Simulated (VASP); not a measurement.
Input for VASP

File KPOINTS:
```
Automatic mesh
0
Gamma
5 5 5
0 0 0
```

INCAR:
```
SYSTEM = KI
PREC = Accurate
ENCUT = 400
EDIFF = 1E-6
NELM = 60
ALGO = VeryFast
LREAL = .FALSE.
LASPH = .TRUE.
ISMEAR = 0
SIGMA = 0.05
GGA = PE
LMAXMIX = 4
LWAVE = .FALSE.
LCHARG = .FALSE.
ISIF = 2
NELMDL = -1
```

**POSCAR**
```
KI
1
    0.0000000000     3.5350000000     3.5350000000
    3.5350000000     0.0000000000     3.5350000000
    3.5350000000     3.5350000000     0.0000000000
K I
1 1
Direct
  0.0000000000   0.0000000000   0.0000000000
  0.5000000000   0.5000000000   0.5000000000
```

POTCAR, in this order: K_sv I (PBE.64 set). Program: vasp_std.

Problem. What happens when VASP runs on this input?

Solution. There is a fault: ALGO = VeryFast starts from random orbitals with almost no delay (NELMDL = -1). Convergence was not reached. Against the sound run, the energy per atom (σ→0) increases by 331.581 eV/atom; the pressure goes up by 242.38 GPa; the band gap decreases by 3.96 eV.

**standard output**
```
...
RMM:  21     0.665248163540E+03    0.75786E+00    0.35179E+00   480   0.640E+01    0.577E+02
RMM:  22     0.665444350973E+03    0.19619E+00   -0.10984E+00   480   0.611E+01    0.439E+02
RMM:  23     0.665251468818E+03   -0.19288E+00   -0.35997E+00   480   0.598E+01    0.328E+02
RMM:  24     0.664963299255E+03   -0.28817E+00   -0.37424E+00   480   0.574E+01    0.227E+02
RMM:  25     0.664543744824E+03   -0.41955E+00   -0.42050E+00   480   0.565E+01    0.143E+02
RMM:  26     0.663942130393E+03   -0.60161E+00   -0.61381E+00   480   0.540E+01    0.754E+01
RMM:  27     0.663173904063E+03   -0.76823E+00   -0.76328E+00   480   0.531E+01    0.321E+01
RMM:  28     0.662656055550E+03   -0.51785E+00   -0.51153E+00   480   0.512E+01    0.180E+01
RMM:  29     0.662268182216E+03   -0.38787E+00   -0.37993E+00   480   0.505E+01    0.264E+01
RMM:  30     0.661987344531E+03   -0.28084E+00   -0.25806E+00   480   0.489E+01    0.334E+01
RMM:  31     0.661381294612E+03   -0.60605E+00   -0.54787E+00   480   0.489E+01    0.474E+01
RMM:  32     0.661082079345E+03   -0.29922E+00   -0.30560E+00   480   0.477E+01    0.637E+01
RMM:  33     0.660749334180E+03   -0.33275E+00   -0.32928E+00   480   0.471E+01    0.735E+01
RMM:  34     0.660572053674E+03   -0.17728E+00   -0.17827E+00   480   0.458E+01    0.739E+01
RMM:  35     0.660285800697E+03   -0.28625E+00   -0.27333E+00   480   0.454E+01    0.819E+01
RMM:  36     0.660009303316E+03   -0.27650E+00   -0.27563E+00   480   0.443E+01    0.942E+01
RMM:  37     0.659773087365E+03   -0.23622E+00   -0.23615E+00   480   0.438E+01    0.104E+02
RMM:  38     0.659547999330E+03   -0.22509E+00   -0.22478E+00   480   0.427E+01    0.112E+02
RMM:  39     0.659366336939E+03   -0.18166E+00   -0.18117E+00   480   0.423E+01    0.119E+02
RMM:  40     0.659164671706E+03   -0.20167E+00   -0.20183E+00   480   0.413E+01    0.128E+02
RMM:  41     0.659024499025E+03   -0.14017E+00   -0.13997E+00   480   0.409E+01    0.135E+02
RMM:  42     0.658843445696E+03   -0.18105E+00   -0.17019E+00   480   0.400E+01    0.143E+02
RMM:  43     0.658713897066E+03   -0.12955E+00   -0.11927E+00   480   0.395E+01    0.150E+02
RMM:  44     0.658541627471E+03   -0.17227E+00   -0.17563E+00   480   0.387E+01    0.158E+02
RMM:  45     0.658348285837E+03   -0.19334E+00   -0.19023E+00   480   0.383E+01    0.166E+02
RMM:  46     0.658136169635E+03   -0.21212E+00   -0.18819E+00   480   0.374E+01    0.172E+02
RMM:  47     0.657928364114E+03   -0.20781E+00   -0.20880E+00   480   0.370E+01    0.173E+02
RMM:  48     0.657664007523E+03   -0.26436E+00   -0.28590E+00   480   0.362E+01    0.179E+02
RMM:  49     0.657459929969E+03   -0.20408E+00   -0.18791E+00   480   0.359E+01    0.187E+02
RMM:  50     0.657260418109E+03   -0.19951E+00   -0.20124E+00   480   0.352E+01    0.193E+02
RMM:  51     0.657104869825E+03   -0.15555E+00   -0.15158E+00   480   0.349E+01    0.199E+02
RMM:  52     0.656982910392E+03   -0.12196E+00   -0.14161E+00   480   0.343E+01    0.218E+02
RMM:  53     0.656882737738E+03   -0.10017E+00   -0.12191E+00   480   0.340E+01    0.229E+02
RMM:  54     0.656844662664E+03   -0.38075E-01   -0.40218E-01   480   0.334E+01    0.234E+02
RMM:  55     0.656859773145E+03    0.15110E-01    0.38244E-01   480   0.331E+01    0.238E+02
RMM:  56     0.656970511096E+03    0.11074E+00    0.80149E-01   480   0.325E+01    0.242E+02
RMM:  57     0.657093461394E+03    0.12295E+00    0.21850E+00   480   0.322E+01    0.242E+02
RMM:  58     0.657327466002E+03    0.23400E+00    0.12597E+00   480   0.316E+01    0.245E+02
RMM:  59     0.657474000023E+03    0.14653E+00    0.23209E-03   480   0.312E+01    0.246E+02
RMM:  60     0.657602742022E+03    0.12874E+00    0.82490E-01   480   0.307E+01

 -----------------------------------------------------------------------------
|                                                                             |
|           W    W    AA    RRRRR   N    N  II  N    N   GGGG   !!!           |
|           W    W   A  A   R    R  NN   N  II  NN   N  G    G  !!!           |
|           W    W  A    A  R    R  N N  N  II  N N  N  G       !!!           |
|           W WW W  AAAAAA  RRRRR   N  N N  II  N  N N  G  GGG   !            |
|           WW  WW  A    A  R   R   N   NN  II  N   NN  G    G                |
|           W    W  A    A  R    R  N    N  II  N    N   GGGG   !!!           |
|                                                                             |
|     The electronic self-consistency was not achieved in the given           |
|     number of steps (NELM). The forces and other quantities evaluated       |
|     might not be reliable so examine the results carefully. If you find     |
|     spurious results, we suggest increasing NELM, if you were close to      |
|     convergence or switching to a different ALGO or adjusting the           |
|     density mixing parameters otherwise.                                    |
|                                                                             |
 -----------------------------------------------------------------------------

   1 F= 0.65760274E+03 E0= 0.65760444E+03  d E =-.339209E-02
```

### OUTCAR
```
------------------------ aborting loop EDIFF was not reached (unconverged)  ----------------------------
  FORCE on cell =-STRESS in cart. coord.  units (eV):
  Direction    XX          YY          ZZ          XY          YZ          ZX
  --------------------------------------------------------------------------------------
  Total      133.9824773    133.9824773    133.9824773     -0.0000000      0.0000000      0.0000000
  in kB     2429.7429790   2429.7429790   2429.7429790     -0.0000000      0.0000000      0.0000000
  external PRESSURE =    2429.7429790 kB  Pullay stress =       0.0000000 kB
  volume of cell :       88.35
      direct lattice vectors                 reciprocal lattice vectors
     0.000000000  3.535000000  3.535000000    -0.141442716  0.141442716  0.141442716
     3.535000000  0.000000000  3.535000000     0.141442716 -0.141442716  0.141442716
     3.535000000  3.535000000  0.000000000     0.141442716  0.141442716 -0.141442716
  FREE ENERGIE OF THE ION-ELECTRON SYSTEM (eV)
  ---------------------------------------------------
  free  energy   TOTEN  =       657.6027420221 eV

  energy  without entropy=      657.6061341110  energy(sigma->0) =      657.60443807
```
(Selected blocks of OUTCAR.)

To mend it, set ALGO = Normal, remove NELMDL.

The mended run (PBE GGA, plane waves, VASP's PBE PAW potentials (set 64)) converges, and its OSZICAR ends with
```
   1 F= -.55568193E+01 E0= -.55568193E+01  d E =-.785854E-19
```

The compound is KI in the rock salt structure. The cell was not relaxed at this level.
